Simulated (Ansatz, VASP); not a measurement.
**Cross-check of AlPt3N between VASP and Ansatz**

Wanted: the spread between two codes on one cell, functional and k mesh. The cell is generated by rule, not measured, and may not be a known phase. The cell is taken from a series of runs on this material, whose earlier steps may have relaxed, scaled, displaced or heated it; both programs get it as it stands.

Program: Ansatz 0.2.0. Level of theory: plane waves, with VASP 6.6.1 beside it; zone-centre phonons at RPBE. Results are calculated unless marked as measured.

The structure was built from a prototype and need not be the compound's stable phase.

## Step 1: The starting structure

Symmetry: Amm2, No. 38, orthorhombic system. The conventional cell has a = 3.877 Å, b = 5.476 Å, c = 10.356 Å, α = 90.00°, β = 90.00°, γ = 90.00°. Nearest to Al lie 5 Pt at 2.48 to 2.55 Å. Pt has 1 N at 2.02 Å nearest. Pt has 2 N at 1.95 Å nearest. Nearest to N lie 4 Pt at 1.95 to 2.02 Å. Farther neighbours and most contacts between anions are not listed.

## Step 2: VASP: zone-centre phonons, RPBE

Second derivatives magnify differences that forces hide, and they need a tight electronic threshold.

Lines of VASP's logs that name or quote its potential files are left out, and so is its time.

File INCAR:

```
SYSTEM = AlPt3N
PREC = Accurate
ENCUT = 600
EDIFF = 1E-08
NELM = 120
ISMEAR = 1
SIGMA = 0.2
LREAL = .FALSE.
ALGO = Normal
GGA = RP
NBANDS = 25
LASPH = .TRUE.
LORBIT = 11
LWAVE = .FALSE.
LCHARG = .FALSE.
ISIF = 2
IBRION = 8
GGA_COMPAT = .FALSE.
KPAR = 2
```

File POSCAR:

```
AlPt3N
1.0
    3.8766188409      0.0000000000      0.0000000000
    0.0000000000      2.7377631020      5.1781627545
    0.0000000000     -2.7377631020      5.1781627545
Al Pt N
1 3 1
Direct
    0.0000000000      0.7527821178      0.7527821178
    0.5000000000      0.6138045964      0.0904772601
    0.5000000000      0.0904772601      0.6138045964
    0.0000000000      0.5130359413      0.5130359413
    0.5000000000      0.4900821525      0.4900821525
```

File KPOINTS:

```
Automatic mesh
0
Gamma
10 8 8
0 0 0
```

Potentials, in the order of the species: Al, Pt and N (PBE family, release 64).

Started as:

```
> mpirun -np 2 vasp_std
```

Numbers of over 12 decimals in the logs are rounded to 6 here.

What it wrote:

```text
[banner, memory and clock lines left out]
running    2 mpi-ranks, on    1 nodes
 distrk:  each k-point on    1 cores,    2 groups
 distr:  one band on    1 cores,    1 groups

 POSCAR found type information on POSCAR AlPtN
 POSCAR found :  3 types and       5 ions
|                                                                             |
|               ----> ADVICE to this user running VASP <----                  |
|                                                                             |
|     You enforced a specific xc type in the INCAR file but a different       |
|     [... a line on the potential file left out ...]
|     I HOPE YOU KNOW WHAT YOU ARE DOING!                                     |
|                                                                             |

 LDA part: xc-table for (Slater+PW92), standard interpolation
 POSCAR, INCAR and KPOINTS ok, starting setup
 FFT: planning ... GRIDC
 FFT: planning ... GRID_SOFT
 FFT: planning ... GRID
 WAVECAR not read
 entering main loop
       N       E                     dE             d eps       ncg     rms          rms(c)
DAV:   1     0.231551052048E+03    0.23155E+03   -0.19438E+04  6300   0.152E+03
DAV:   2    -0.155206949548E+02   -0.24707E+03   -0.23646E+03  7484   0.286E+02
DAV:   3    -0.291404524448E+02   -0.13620E+02   -0.13314E+02  7863   0.668E+01
DAV:   4    -0.294166401605E+02   -0.27619E+00   -0.27553E+00  7391   0.102E+01
DAV:   5    -0.294223057415E+02   -0.56656E-02   -0.56619E-02  7960   0.145E+00    0.228E+01
DAV:   6    -0.275724343171E+02    0.18499E+01   -0.12552E+01  7316   0.263E+01    0.111E+01
DAV:   7    -0.272483313044E+02    0.32410E+00   -0.19090E+00  6998   0.128E+01    0.736E+00
DAV:   8    -0.272254912544E+02    0.22840E-01   -0.32883E-01  7584   0.526E+00    0.182E+00
DAV:   9    -0.272032472282E+02    0.22244E-01   -0.10358E-01  7740   0.353E+00    0.458E-01
DAV:  10    -0.272021673557E+02    0.10799E-02   -0.16957E-02  6602   0.116E+00    0.185E-01
DAV:  11    -0.272024795315E+02   -0.31218E-03   -0.14366E-03  7716   0.265E-01    0.760E-02
DAV:  12    -0.272026424156E+02   -0.16288E-03   -0.25994E-04  6484   0.119E-01    0.294E-02
DAV:  13    -0.272027014919E+02   -0.59076E-04   -0.68491E-05  7105   0.509E-02    0.975E-03
DAV:  14    -0.272027198403E+02   -0.18348E-04   -0.22937E-05  6531   0.329E-02    0.364E-03
DAV:  15    -0.272027216784E+02   -0.18381E-05   -0.26936E-06  7299   0.112E-02    0.177E-03
DAV:  16    -0.272027219485E+02   -0.27007E-06   -0.53517E-07  6595   0.598E-03    0.917E-04
DAV:  17    -0.272027220027E+02   -0.54237E-07   -0.10618E-07  7340   0.267E-03    0.202E-04
DAV:  18    -0.272027220102E+02   -0.74333E-08   -0.81222E-09  4986   0.672E-04
   1 F= -.27202722E+02 E0= -.27202898E+02  d E =0.527919E-03
 Linear response reoptimize wavefunctions to high precision
DAV:   1    -0.272027220176E+02   -0.74601E-08   -0.25637E-09  5608   0.402E-04
DAV:   2    -0.272027220177E+02   -0.44110E-10   -0.14399E-10  3426   0.718E-05
 Linear response DOF=          12
 Linear response progress:
  Degree of freedom:   1/ 12
       N       E                     dE             d eps       ncg     rms          rms(c)
RMM:   1    -0.885098594244E-02   -0.88510E-02   -0.31472E-03 23991   0.576E-01
RMM:   2    -0.753684760009E-02    0.13141E-02   -0.51378E-04 14404   0.123E-01    0.870E-02
RMM:   3    -0.744453464092E-02    0.92313E-04   -0.35566E-04 14567   0.813E-02    0.422E-02
RMM:   4    -0.749071503804E-02   -0.46180E-04   -0.95191E-05 14758   0.413E-02    0.140E-02
RMM:   5    -0.749650559046E-02   -0.57906E-05   -0.70556E-06 14818   0.159E-02    0.216E-03
RMM:   6    -0.749859211251E-02   -0.20865E-05   -0.62642E-07 15199   0.368E-03    0.121E-03
RMM:   7    -0.749753786846E-02    0.10542E-05   -0.12597E-08 15323   0.148E-03    0.572E-04
RMM:   8    -0.749546853140E-02    0.20693E-05   -0.45539E-08 15058   0.955E-04    0.143E-04
RMM:   9    -0.749537905663E-02    0.89475E-07    0.42074E-09 15385   0.269E-04    0.554E-05
RMM:  10    -0.749528767988E-02    0.91377E-07   -0.42997E-10 15395   0.103E-04    0.183E-05
RMM:  11    -0.749527620052E-02    0.11479E-07    0.48238E-09 15363   0.529E-05    0.560E-06
RMM:  12    -0.749526786594E-02    0.83346E-08   -0.89283E-10 16176   0.153E-05    0.293E-06
 first order change of Fermi-energy  -0.98433E-05
 force on displaced ion       1 direction 1 :  -9.116   0.000  -0.001
 Linear response progress:
  Degree of freedom:   2/ 12
       N       E                     dE             d eps       ncg     rms          rms(c)
RMM:   1    -0.921621886552E-02   -0.92162E-02    0.21847E-03 27122   0.571E-01
RMM:   2    -0.802525934291E-02    0.11910E-02   -0.52179E-04 15878   0.124E-01    0.787E-02
RMM:   3    -0.791381953261E-02    0.11144E-03   -0.15109E-04 16230   0.582E-02    0.429E-02
[...]
first order change of Fermi-energy   0.24445E+00
 force on displaced ion       2 direction 3 :   0.000   6.906  -6.713
 Linear response progress:
  Degree of freedom:   7/ 12
       N       E                     dE             d eps       ncg     rms          rms(c)
RMM:   1    -0.262231422954E+00   -0.26223E+00   -0.27266E-01 18211   0.316E+00
RMM:   2    -0.247035111990E+00    0.15196E-01   -0.15997E-02 14008   0.708E-01    0.256E-01
RMM:   3    -0.247144120759E+00   -0.10901E-03   -0.41878E-04 14914   0.111E-01    0.152E-01
[...]
RMM:  18    -0.265860477755E+00   -0.26244E-08   -0.13418E-09 11894   0.145E-05    0.122E-07
 first order change of Fermi-energy  -0.34925E-03
 force on displaced ion       4 direction 2 :   0.000  -6.089   0.003
 Linear response progress:
  Degree of freedom:   9/ 12
       N       E                     dE             d eps       ncg     rms          rms(c)
RMM:   1    -0.273587128873E+00   -0.27359E+00   -0.29152E-01 11207   0.309E+00
RMM:   2    -0.264978706291E+00    0.86084E-02   -0.10917E-02  9461   0.576E-01    0.287E-01
RMM:   3    -0.265112614973E+00   -0.13391E-03   -0.67623E-04  9803   0.143E-01    0.191E-01
RMM:   4    -0.265428400444E+00   -0.31579E-03   -0.54912E-04  9826   0.125E-01    0.934E-02
RMM:   5    -0.265938234787E+00   -0.50983E-03   -0.25590E-04  9689   0.826E-02    0.204E-02
RMM:   6    -0.265877935819E+00    0.60299E-04   -0.64286E-06 10155   0.145E-02    0.111E-02
RMM:   7    -0.265758718892E+00    0.11922E-03   -0.46270E-06  9831   0.109E-02    0.230E-03
RMM:   8    -0.265753885325E+00    0.48336E-05   -0.61420E-07  9954   0.418E-03    0.112E-03
RMM:   9    -0.265737961284E+00    0.15924E-04   -0.57277E-08 10310   0.117E-03    0.319E-04
RMM:  10    -0.265733963855E+00    0.39974E-05   -0.23705E-08 10584   0.436E-04    0.142E-04
RMM:  11    -0.265732760202E+00    0.12037E-05   -0.66491E-08 10131   0.283E-04    0.415E-05
RMM:  12    -0.265732707682E+00    0.52520E-07   -0.14733E-07 10576   0.734E-05    0.128E-05
RMM:  13    -0.265732729053E+00   -0.21371E-07   -0.11918E-07 10483   0.572E-05    0.596E-06
RMM:  14    -0.265732820591E+00   -0.91538E-07   -0.11451E-07 10636   0.266E-05    0.166E-06
RMM:  15    -0.265732811430E+00    0.91609E-08   -0.30161E-08 10606   0.137E-05    0.131E-06
 first order change of Fermi-energy  -0.52066E+00
 force on displaced ion       4 direction 3 :   0.000   0.000 -10.813
 Linear response progress:
  Degree of freedom:  10/ 12
       N       E                     dE             d eps       ncg     rms          rms(c)
RMM:   1    -0.237857427134E+00   -0.23786E+00    0.30641E-01 21268   0.268E+00
RMM:   2    -0.236528988302E+00    0.13284E-02   -0.11865E-02 13931   0.616E-01    0.279E-01
RMM:   3    -0.237080468030E+00   -0.55148E-03   -0.10023E-03 15240   0.155E-01    0.157E-01
RMM:   4    -0.238047870138E+00   -0.96740E-03   -0.34341E-04 15122   0.895E-02    0.279E-02
RMM:   5    -0.238191502840E+00   -0.14363E-03   -0.19406E-05 15239   0.245E-02    0.635E-03
RMM:   6    -0.238195649569E+00   -0.41467E-05   -0.27377E-06 15423   0.769E-03    0.297E-03
RMM:   7    -0.238192797351E+00    0.28522E-05   -0.16025E-07 15344   0.303E-03    0.117E-03
RMM:   8    -0.238198365278E+00   -0.55679E-05   -0.40089E-08 15538   0.111E-03    0.289E-04
RMM:   9    -0.238198299132E+00    0.66146E-07    0.45522E-09 15678   0.328E-04    0.995E-05
RMM:  10    -0.238198024680E+00    0.27445E-06    0.24927E-08 15682   0.145E-04    0.342E-05
RMM:  11    -0.238197899937E+00    0.12474E-06   -0.30564E-08 15345   0.847E-05    0.129E-05
RMM:  12    -0.238197921646E+00   -0.21709E-07   -0.46956E-08 16028   0.466E-05    0.537E-06
RMM:  13    -0.238197960697E+00   -0.39051E-07   -0.46996E-08 15653   0.336E-05    0.112E-06
RMM:  14    -0.238197959224E+00    0.14730E-08   -0.19462E-08 16586   0.216E-05    0.623E-07
 first order change of Fermi-energy  -0.70751E-03
 force on displaced ion       5 direction 1 : -22.854  -0.000   0.010
 Linear response progress:
  Degree of freedom:  11/ 12
       N       E                     dE             d eps       ncg     rms          rms(c)
RMM:   1    -0.226684957251E+00   -0.22668E+00    0.26780E-01 23028   0.251E+00
RMM:   2    -0.226883856718E+00   -0.19890E-03   -0.76879E-03 15326   0.514E-01    0.400E-01
RMM:   3    -0.227331824917E+00   -0.44797E-03   -0.29703E-03 15921   0.285E-01    0.290E-01
RMM:   4    -0.227352953729E+00   -0.21129E-04   -0.98083E-04 16017   0.161E-01    0.158E-01
RMM:   5    -0.227836981015E+00   -0.48403E-03   -0.10638E-04 15515   0.581E-02    0.187E-02
RMM:   6    -0.227753164137E+00    0.83817E-04   -0.12396E-05 16824   0.167E-02    0.461E-03
RMM:   7    -0.227731461808E+00    0.21702E-04   -0.68285E-07 16956   0.418E-03    0.158E-03
RMM:   8    -0.227724373073E+00    0.70887E-05   -0.15300E-07 16909   0.154E-03    0.732E-04
RMM:   9    -0.227723374442E+00    0.99863E-06   -0.50630E-08 17101   0.673E-04    0.278E-04
RMM:  10    -0.227724793162E+00   -0.14187E-05   -0.56442E-08 16866   0.387E-04    0.805E-05
RMM:  11    -0.227725103886E+00   -0.31072E-06   -0.64333E-08 17525   0.127E-04    0.266E-05
RMM:  12    -0.227725164729E+00   -0.60843E-07   -0.63225E-08 17348   0.635E-05    0.139E-05
RMM:  13    -0.227725231002E+00   -0.66273E-07   -0.47372E-08 17063   0.485E-05    0.560E-06
RMM:  14    -0.227725248333E+00   -0.17331E-07   -0.48290E-08 18526   0.259E-05    0.267E-06
RMM:  15    -0.227725239827E+00    0.85056E-08   -0.16772E-08 16889   0.215E-05    0.512E-07
 first order change of Fermi-energy  -0.13608E-04
 force on displaced ion       5 direction 2 :   0.000 -10.160   0.001
 Linear response progress:
  Degree of freedom:  12/ 12
       N       E                     dE             d eps       ncg     rms          rms(c)
RMM:   1    -0.234992448299E+00   -0.23499E+00    0.22284E-01 13880   0.255E+00
RMM:   2    -0.230798955186E+00    0.41935E-02   -0.68942E-03  9490   0.486E-01    0.405E-01
RMM:   3    -0.231460844375E+00   -0.66189E-03   -0.32713E-03  9921   0.294E-01    0.303E-01
RMM:   4    -0.231304069671E+00    0.15677E-03   -0.88086E-04  9868   0.155E-01    0.168E-01
RMM:   5    -0.231884354770E+00   -0.58029E-03   -0.12088E-04  9903   0.610E-02    0.383E-02
RMM:   6    -0.231917234240E+00   -0.32879E-04   -0.21019E-05 10281   0.252E-02    0.705E-03
RMM:   7    -0.231871102127E+00    0.46132E-04   -0.12630E-06 10252   0.612E-03    0.235E-03
RMM:   8    -0.231851949025E+00    0.19153E-04   -0.20592E-07 10103   0.235E-03    0.696E-04
RMM:   9    -0.231851766754E+00    0.18227E-06   -0.36570E-08 10320   0.861E-04    0.303E-04
RMM:  10    -0.231852806703E+00   -0.10399E-05   -0.21592E-08 10333   0.522E-04    0.769E-05
RMM:  11    -0.231853313330E+00   -0.50663E-06   -0.31903E-08 10354   0.238E-04    0.299E-05
RMM:  12    -0.231853389725E+00   -0.76395E-07   -0.33954E-08 10573   0.124E-04    0.115E-05
RMM:  13    -0.231853385127E+00    0.45984E-08   -0.42254E-08 10810   0.510E-05    0.411E-06
 first order change of Fermi-energy  -0.22926E+00
 force on displaced ion       5 direction 3 :   0.000   0.000 -14.880
 Linear response finished
```

(Part 1 of 2 ends here.)

[Lines on the potential files, build, host, timing and source positions are cut from VASP's logs without a mark.]

[Logs are printed without paths, hosts, clocks, repeated set-up lines and the standing remarks that a program may print on its own settings, such as how far it seeks lower states.]

[Hosts, paths, dates, database ids (printed as entryN), source tags and the programs' standing remarks are cut or masked in the printed files.]
